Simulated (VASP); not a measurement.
All values below come from PBE GGA + U (Dudarev), VASP's PBE PAW potentials (set 64) (plane waves; VASP 6.6.1).

The input files of a VASP run:

### POSCAR
```
BaHfO3
8.340
  0.5000000000   0.0000000000   0.0000000000
  0.0000000000   0.5000000000   0.0000000000
  0.0000000000   0.0000000000   0.5000000000
Ba Hf O
1 1 3
Direct
  0.0000000000   0.0000000000   0.0000000000
  0.5000000000   0.5000000000   0.5000000000
  0.5000000000   0.0000000000   0.5000000000
  0.0000000000   0.5000000000   0.5000000000
  0.5000000000   0.5000000000   0.0000000000
```

### KPOINTS
```
Automatic mesh
0
Gamma
8 8 8
0 0 0
```

INCAR:
```
# general
SYSTEM    =  BaHfO3
PREC      =  Accurate
ENCUT     =  400
LREAL     =  .False.
LASPH     =  .True.

# electronic loop
EDIFF     =  1E-6
NELM      =  100
ALGO      =  Normal
LMAXMIX   =  6

# smearing
ISMEAR    =  -1
SIGMA     =  0.01

# functional
GGA       =  PE

# DFT+U
LDAU      =  .True.
LDAUTYPE  =  2
LDAUL     =  -1 2 -1
LDAUU     =  0 3.0 0
LDAUJ     =  0 0 0

# ions
ISIF      =  2

# output
LWAVE     =  .False.
LCHARG    =  .False.
```

POTCAR, in this order: Ba_sv Hf_pv O (PBE.64 set). Program: vasp_std.

The resulting files:

### OSZICAR
```
       N       E                     dE             d eps       ncg     rms          rms(c)
DAV:   1     0.208578788005E+03    0.20858E+03   -0.18690E+04  1610   0.131E+03
DAV:   2    -0.385651421258E+02   -0.24714E+03   -0.24114E+03  2082   0.317E+02
DAV:   3    -0.489120938097E+02   -0.10347E+02   -0.10331E+02  2035   0.676E+01
DAV:   4    -0.490968912286E+02   -0.18480E+00   -0.18472E+00  2277   0.844E+00
DAV:   5    -0.491023501854E+02   -0.54590E-02   -0.54588E-02  2205   0.986E-01    0.600E+01
DAV:   6    -0.418631598986E+02    0.72392E+01   -0.42165E+01  1876   0.378E+01    0.534E+01
DAV:   7    -0.417840861938E+02    0.79074E-01   -0.23695E+00  2199   0.982E+00    0.345E+01
DAV:   8    -0.417789089615E+02    0.51772E-02   -0.47108E-01  2058   0.527E+00    0.622E+00
DAV:   9    -0.417541526342E+02    0.24756E-01   -0.16258E-01  1911   0.242E+00    0.195E+00
DAV:  10    -0.417536156180E+02    0.53702E-03   -0.15275E-02  2088   0.810E-01    0.789E-01
DAV:  11    -0.417534507032E+02    0.16491E-03   -0.10396E-03  1982   0.220E-01    0.220E-01
DAV:  12    -0.417534786028E+02   -0.27900E-04   -0.86085E-05  2094   0.643E-02    0.236E-01
DAV:  13    -0.417534820412E+02   -0.34384E-05   -0.21995E-05  1968   0.295E-02    0.178E-02
DAV:  14    -0.417534818839E+02    0.15726E-06   -0.90105E-07  1528   0.651E-03
   1 F= -.41753482E+02 E0= -.41753482E+02  d E =-.297344E-11
```

OUTCAR:
```
------------------------ aborting loop because EDIFF is reached ----------------------------------------
  FORCE on cell =-STRESS in cart. coord.  units (eV):
  Direction    XX          YY          ZZ          XY          YZ          ZX
  --------------------------------------------------------------------------------------
  Total        1.5339149      1.5339149      1.5339149     -0.0000000     -0.0000000     -0.0000000
  in kB       33.8925066     33.8925066     33.8925066     -0.0000000     -0.0000000     -0.0000000
  external PRESSURE =      33.8925066 kB  Pullay stress =       0.0000000 kB
  volume of cell :       72.51
      direct lattice vectors                 reciprocal lattice vectors
     4.170000000  0.000000000  0.000000000     0.239808153  0.000000000  0.000000000
     0.000000000  4.170000000  0.000000000     0.000000000  0.239808153  0.000000000
     0.000000000  0.000000000  4.170000000     0.000000000  0.000000000  0.239808153
 POSITION                                       TOTAL-FORCE (eV/Angst)
 -----------------------------------------------------------------------------------
      0.00000      0.00000      0.00000         0.000000      0.000000      0.000000
      2.08500      2.08500      2.08500         0.000000      0.000000      0.000000
      2.08500      0.00000      2.08500         0.000000      0.000000      0.000000
      0.00000      2.08500      2.08500         0.000000      0.000000      0.000000
      2.08500      2.08500      0.00000         0.000000      0.000000      0.000000
 -----------------------------------------------------------------------------------
    total drift:                                0.000000      0.000000      0.000000
  FREE ENERGIE OF THE ION-ELECTRON SYSTEM (eV)
  ---------------------------------------------------
  free  energy   TOTEN  =       -41.7534818839 eV

  energy  without entropy=      -41.7534818839  energy(sigma->0) =      -41.75348188
```
(Selected blocks of OUTCAR.)

At this cut-off the stress carries a Pulay error, which pulls relaxed volumes low.

The structure is a typed BaHfO3 crystal. The cell was not relaxed at this level. The run is one of a series of settings (LDAU = .TRUE., LDAUJ = 0 0 0, LDAUL = -1 2 -1, LDAUTYPE = 2, LDAUU = 0 3.0 0 against the base run), some of them coarse on purpose.
